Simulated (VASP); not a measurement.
ZnCd3Se3S: relaxation of cell and atoms with PBE

The system is ZnCd3Se3S.

```xyz
8
Lattice="4.2300 0.0000 0.0000 0.0000 4.2580 0.0000 0.0000 0.0000 12.0070" Properties=species:S:1:pos:R:3 pbc="T T T"
Zn    0.0000    0.0000   11.8960
Cd    0.0000    0.0000    6.0520
Cd    2.1150    2.1290    2.8230
Cd    2.1150    2.1290    9.2650
Se    0.0000    2.1290    7.6450
Se    2.1150    0.0000    4.4270
Se    0.0000    2.1290    1.2120
S     2.1150    0.0000   10.7130
```

The cell was built by a generator and needn't be a form met in nature.

```
Program                : VASP 6.6.1
Task                   : relaxation of cell and atoms
Functional             : PBE
Potentials or basis    : VASP PAW PBE potentials, release 64 (Zn, Cd, Se, S)
Cutoff                 : 520 eV
k mesh                 : 6 × 6 × 2
Occupations            : gaussian, width 0.03 eV
Spin                   : no spin polarisation
Further INCAR settings : ALGO = Normal; EDIFF = 1e-06; IBRION = 2; EDIFFG = -0.01; NSW = 90; ISIF = 3
```

```
Relaxed volume                         : 27.24 Å³/atom
Relaxed cell                           : a = 4.226 Å, b = 4.251 Å, c = 12.129 Å, α = 90.00°, β = 90.00°, γ = 90.00°
Space group after relaxing (to 0.05 Å) : Pmm2 (No. 25)
Energy gained by relaxing              : 0.5 meV/atom
Ionic steps                            : 7
Pressure after relaxing                : 0.0 GPa
Largest force after relaxing           : 0.009 eV/Å
Band gap on the k mesh                 : 0.63 eV, direct
```

Forces in eV/Å, atoms in the order of the input:
```
Zn   0.000  0.000  0.002
Cd   0.000  0.000  0.000
Cd   0.000  0.000  0.003
Cd   0.000  0.000 -0.009
Se   0.000  0.000 -0.001
Se   0.000  0.000  0.000
Se   0.000  0.000  0.006
S    0.000  0.000  0.000
```

Step by step:
```tsv
step	energy change (eV)	largest force (eV/Å)	pressure (GPa)	volume (Å³)
1	0.0000	0.0593	0.40	216.26
2	-0.0026	0.0298	-0.09	218.37
3	-0.0026	0.0332	-0.04	218.12
4	-0.0030	0.0206	-0.02	218.06
5	-0.0033	0.0420	0.01	217.89
6	-0.0036	0.0263	0.01	217.91
7	-0.0037	0.0094	0.01	217.93
```

Final structure:
```cif
data_structure
_symmetry_space_group_name_H-M 'P 1'
_symmetry_Int_Tables_number 1
_cell_length_a 4.2263
_cell_length_b 4.2512
_cell_length_c 12.1292
_cell_angle_alpha 90.000
_cell_angle_beta 90.000
_cell_angle_gamma 90.000
_cell_volume 217.93
loop_
_atom_site_label
_atom_site_type_symbol
_atom_site_fract_x
_atom_site_fract_y
_atom_site_fract_z
_atom_site_occupancy
Zn1 Zn 0.00000 0.00000 0.99104 1
Cd1 Cd 0.00000 0.00000 0.50359 1
Cd2 Cd 0.50000 0.50000 0.23590 1
Cd3 Cd 0.50000 0.50000 0.77083 1
Se1 Se 0.00000 0.50000 0.63659 1
Se2 Se 0.50000 0.00000 0.36909 1
Se3 Se 0.00000 0.50000 0.10116 1
S1 S 0.50000 0.00000 0.89192 1
```

Levels at points of the mesh, in eV from the valence-band top:
| k point | band 32 | band 33 | band 34 | band 35 | band 36 | band 37 | band 38 | band 39 | band 40 | band 41 |
| --- | --- | --- | --- | --- | --- | --- | --- | --- | --- | --- |
| (0.00, 0.00, 0.00) | -1.00 | -0.79 | -0.20 | -0.06 | 0.00 | 0.63 | 3.01 | 3.19 | 3.44 | 3.67 |
| (0.50, 0.00, 0.00) | -1.05 | -0.83 | -0.79 | -0.55 | -0.54 | 2.34 | 2.35 | 3.63 | 3.80 | 5.55 |
| (0.00, 0.50, 0.00) | -0.83 | -0.82 | -0.57 | -0.51 | -0.50 | 2.23 | 2.49 | 3.52 | 3.87 | 5.80 |
| (0.50, 0.50, 0.00) | -2.18 | -1.89 | -1.84 | -1.79 | -1.76 | 3.09 | 3.28 | 3.54 | 3.73 | 4.78 |
| (0.00, 0.00, 0.50) | -1.29 | -0.48 | -0.42 | -0.29 | -0.20 | 1.84 | 1.96 | 3.31 | 3.44 | 3.60 |
| (0.50, 0.00, 0.50) | -1.27 | -1.14 | -1.05 | -0.55 | -0.54 | 2.93 | 2.98 | 3.00 | 3.05 | 5.59 |
| (0.00, 0.50, 0.50) | -1.40 | -1.33 | -0.57 | -0.51 | -0.50 | 2.71 | 3.01 | 3.07 | 3.22 | 5.87 |
| (0.50, 0.50, 0.50) | -2.07 | -2.01 | -1.93 | -1.91 | -1.89 | 3.83 | 3.84 | 3.86 | 3.99 | 4.01 |

Run time: 7.6 min on 4 MPI ranks on Intel(R) Xeon(R) Platinum 8488C (Sapphire Rapids), on a shared host, peak memory 0.49 GiB a rank.

As with any semilocal functional, this PBE gap is likely too small.
